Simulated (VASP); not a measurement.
Output of a VASP run:

**OSZICAR**
```
       N       E                     dE             d eps       ncg     rms          rms(c)
DAV:   1     0.268048012372E+03    0.26805E+03   -0.19965E+04 13272   0.240E+03
DAV:   2    -0.126672480248E+02   -0.28072E+03   -0.27075E+03 13024   0.393E+02
DAV:   3    -0.289238032761E+02   -0.16257E+02   -0.15313E+02 13410   0.129E+02
DAV:   4    -0.291548810074E+02   -0.23108E+00   -0.23038E+00 13980   0.162E+01
DAV:   5    -0.291610022883E+02   -0.61213E-02   -0.61204E-02 18240   0.209E+00    0.204E+01
DAV:   6    -0.265207030459E+02    0.26403E+01   -0.38380E+01 13734   0.100E+02    0.218E+01
DAV:   7    -0.297706844639E+02   -0.32500E+01   -0.24780E+01 15376   0.124E+02    0.273E+01
DAV:   8    -0.248408958248E+02    0.49298E+01   -0.16470E+01 16412   0.561E+01    0.635E+00
DAV:   9    -0.250856608994E+02   -0.24477E+00   -0.10081E+00 18378   0.243E+01    0.558E+00
DAV:  10    -0.250019509941E+02    0.83710E-01   -0.45883E-01 15138   0.235E+01    0.302E+00
DAV:  11    -0.249718081201E+02    0.30143E-01   -0.16316E-01 18744   0.118E+01    0.173E+00
DAV:  12    -0.249682943657E+02    0.35138E-02   -0.64627E-02 17102   0.742E+00    0.144E+00
DAV:  13    -0.249669079091E+02    0.13865E-02   -0.16295E-02 17158   0.364E+00    0.984E-01
DAV:  14    -0.249683411010E+02   -0.14332E-02   -0.56518E-03 14998   0.208E+00    0.218E-01
DAV:  15    -0.249684171375E+02   -0.76037E-04   -0.14249E-03 17526   0.513E-01    0.727E-02
DAV:  16    -0.249684603473E+02   -0.43210E-04   -0.16273E-04 15404   0.191E-01    0.756E-02
DAV:  17    -0.249684475951E+02    0.12752E-04   -0.39901E-05 18826   0.150E-01    0.204E-02
DAV:  18    -0.249684471204E+02    0.47461E-06   -0.91704E-06 13824   0.579E-02
   1 F= -.24968447E+02 E0= -.24968088E+02  d E =-.107763E-02  mag=     4.8523
```

### OUTCAR
```
------------------------ aborting loop because EDIFF is reached ----------------------------------------
  FORCE on cell =-STRESS in cart. coord.  units (eV):
  Direction    XX          YY          ZZ          XY          YZ          ZX
  --------------------------------------------------------------------------------------
  Total       -0.4567650     -0.1839235     -1.0839667      0.0000000      0.0000000      0.0000000
  in kB      -16.2286443     -6.5347135    -38.5128233      0.0000000      0.0000000      0.0000000
  external PRESSURE =     -20.4253937 kB  Pullay stress =       0.0000000 kB
  volume of cell :       45.09
      direct lattice vectors                 reciprocal lattice vectors
     3.551490000  0.000000000  0.000000000     0.281571960  0.000000000  0.000000000
     0.000000000  3.512219000  0.000000000     0.000000000  0.284720287  0.000000000
     0.000000000  0.000000000  3.615172000     0.000000000  0.000000000  0.276612012
 POSITION                                       TOTAL-FORCE (eV/Angst)
 -----------------------------------------------------------------------------------
      0.00000      0.00000      0.00000         0.204491      0.000000      0.000000
      0.00000      1.75611      1.80759         0.206742      0.000000      0.000000
      1.77574      0.00000      1.80759         0.024482      0.000000      0.000000
      1.83404      1.75611      0.00000        -0.435716      0.000000      0.000000
 -----------------------------------------------------------------------------------
    total drift:                               -0.000099      0.000000     -0.000001
  FREE ENERGIE OF THE ION-ELECTRON SYSTEM (eV)
  ---------------------------------------------------
  free  energy   TOTEN  =       -24.9684471204 eV

  energy  without entropy=      -24.9673694871  energy(sigma->0) =      -24.96808791

 total charge

# of ion       s       p       d       tot
------------------------------------------
    1        0.470   0.492   6.102   7.064
    2        0.499   0.499   8.319   9.316
    3        0.498   0.497   8.319   9.314
    4        0.501   0.500   8.317   9.318
--------------------------------------------------
tot          1.967   1.988  31.057  35.013

 magnetization (x)

# of ion       s       p       d       tot
------------------------------------------
    1        0.012  -0.000   2.918   2.930
    2       -0.015  -0.044   0.709   0.650
    3       -0.015  -0.044   0.702   0.642
    4       -0.015  -0.043   0.724   0.665
--------------------------------------------------
tot         -0.033  -0.132   5.053   4.887
```
(Selected blocks of OUTCAR.)

**POSCAR**
```
Ni3Fe
1
    3.5514900000     0.0000000000     0.0000000000
    0.0000000000     3.5122190000     0.0000000000
    0.0000000000     0.0000000000     3.6151720000
Fe Ni
1 3
Direct
  0.0000000000   0.0000000000   0.0000000000
  0.0000000000   0.5000000000   0.5000000000
  0.5000000000   0.0000000000   0.5000000000
  0.5164130000   0.5000000000   0.0000000000
```

Task: Reconstruct the remaining input files.

Result: Several could match; the one computed here: the input of the run itself, PBE GGA, plane waves, VASP's PBE PAW potentials (set 64).

**INCAR**
```
ENCUT = 650
LMAXMIX = 4
LREAL = .FALSE.
LASPH = .TRUE.   # aspherical one-centre terms
LWAVE = .FALSE.
ISPIN = 2
PREC = Accurate
LCHARG = .FALSE.
SIGMA = 0.1   # width (eV)
SYSTEM = Ni3Fe
NELM = 100   # most electronic steps
MAGMOM = 3.0 3*0.7
GGA = PE
ISMEAR = 1   # Methfessel-Paxton
ALGO = Normal   # blocked Davidson
LORBIT = 10
ISIF = 2   # forces and stress, cell fixed
EDIFF = 1E-6   # SCF stop (eV)
```

File KPOINTS:
```
Automatic mesh
0
Gamma
8 8 8
0 0 0
```

POTCAR, in this order: Fe Ni (PBE.64 set). Program: vasp_std.

The compound is Ni3Fe in the L1_2 structure. The cell was not relaxed at this level, atoms are displaced from their ideal sites. The run is one of a series of settings (ENCUT = 650 against the base run), some of them coarse on purpose.
